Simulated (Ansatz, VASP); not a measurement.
**One calculation of Be3SnS, two programs**

File INCAR:

```
SYSTEM = Be3SnS
ALGO = Fast ; EDIFF = 1E-7
ENCUT = 520 ; GGA = PS
ISIF = 2 ; ISMEAR = 0
LASPH = .TRUE. ; LCHARG = .FALSE.
LREAL = .FALSE. ; LWAVE = .FALSE.
NBANDS = 21 ; NELM = 60
PREC = Accurate ; SIGMA = 0.05
```

KPOINTS

```
k-points
0
G
  4 4 4
  0 0 0
```

File POSCAR:

```
Be3SnS
1.0
    4.1599208156      0.0000000000      0.0000000000
    0.0000000000      4.1599208156      0.0000000000
    0.0000000000      0.0000000000      4.1599208156
Sn S Be
1 1 3
Direct
    0.0000000000      0.0000000000      0.0000000000
    0.5000000000      0.5000000000      0.5000000000
    0.5000000000      0.5000000000      0.0000000000
    0.5000000000      0.0000000000      0.5000000000
    0.0000000000      0.5000000000      0.5000000000
```

Input for Ansatz:

```yaml
crystal:
  lattice:
    - [4.1599208156, 0.0, 0.0]
    - [0.0, 4.1599208156, 0.0]
    - [0.0, 0.0, 4.1599208156]
  atoms:
    - { symbol: Sn, position: [0.0, 0.0, 0.0] }
    - { symbol: S, position: [0.5, 0.5, 0.5] }
    - { symbol: Be, position: [0.5, 0.5, 0.0] }
    - { symbol: Be, position: [0.5, 0.0, 0.5] }
    - { symbol: Be, position: [0.0, 0.5, 0.5] }
basis:
  ecutwfc: 420
kpoints:
  mp_grid: { grid: [4, 4, 4] }
hamiltonian:
  xc: pbesol
scf:
  occupations: { method: gaussian, width: 0.05 }
output:
  forces: true
  stress: true
  eigenvalues: true
```

The cell comes from a database or a generator and needn't be the stable form of this composition.

Alike in both runs: task single point; functional PBEsol; k mesh 4 × 4 × 4; occupations gaussian, width 0.05 eV; no spin polarisation.

|  | VASP | Ansatz |
| --- | --- | --- |
| version | VASP 6.6.1 | Ansatz 0.2.0 |
| potentials or method | VASP PAW PBE potentials, release 64 (Sn_d, S, Be) | scalar-relativistic, plane waves, PAW |
| plane-wave cutoff (eV) | 520 | 420 |
| valence electrons in the cell | 26 | 26 |

```csv
,VASP,Ansatz,Ansatz less VASP
gap on the k mesh at the Fermi level (eV),none,none,-
pressure (GPa),0.2,0.0,-0.13
```

A gap of «none» marks a metal or a gap that the smearing closes.

Caveats: the k mesh is coarse (spacing up to 0.38 Å⁻¹), so the values aren't converged; the PAW data sets were made with another functional, which shifts forces and pressure a little (VASP).
